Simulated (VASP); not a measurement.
Data:

```
CELL_PARAMETERS angstrom
     -1.61295     1.61295     3.24420
      1.61295    -1.61295     3.24420
      1.61295     1.61295    -3.24420
ATOMIC_POSITIONS crystal
  Ca 0.50000 0.50000 0.00000
  O  0.88610 0.88610 0.00000
  O  0.11390 0.11390 0.00000
```

Calculation: LDA (Ceperley-Alder, Perdew-Zunger), VASP's LDA PAW potentials (set 64) (plane waves; VASP). Run with 520 eV cut-off, Gaussian smearing of 0.050 eV, potentials Ca_sv O.

**Question.** Give the energies of bands 7 to 14 at the high-symmetry points, in eV from the valence-band maximum.

**Answer.** 
| band | Γ | X | P | N | M | S | R |
|---|---|---|---|---|---|---|---|
| 7 | -7.25 | -5.92 | -5.64 | -5.88 | -5.11 | -6.20 | -5.84 |
| 8 | -3.62 | -4.98 | -4.69 | -5.75 | -4.13 | -5.07 | -4.93 |
| 9 | -3.62 | -4.01 | -4.69 | -4.79 | -4.13 | -4.74 | -4.45 |
| 10 | -1.38 | -3.10 | -1.76 | -1.00 | -0.01 | -0.94 | -2.55 |
| 11 | -1.38 | -0.72 | -1.76 | -0.31 | -0.01 | -0.12 | -0.63 |
| 12 | 3.44 | 4.18 | 3.26 | 3.05 | 2.71 | 3.98 | 4.08 |
| 13 | 4.62 | 7.28 | 7.28 | 5.75 | 3.23 | 5.78 | 7.40 |
| 14 | 5.75 | 7.77 | 7.76 | 6.53 | 6.34 | 6.04 | 7.54 |

The gap is indirect, 2.71 eV, from the valence maximum at M-S at 0.44 to the conduction minimum at M.

The structure comes from a computed database's CaO2 entry (I4/mmm); how it stands against other phases isn't given here. It was relaxed first, which changed the volume by -7 %.
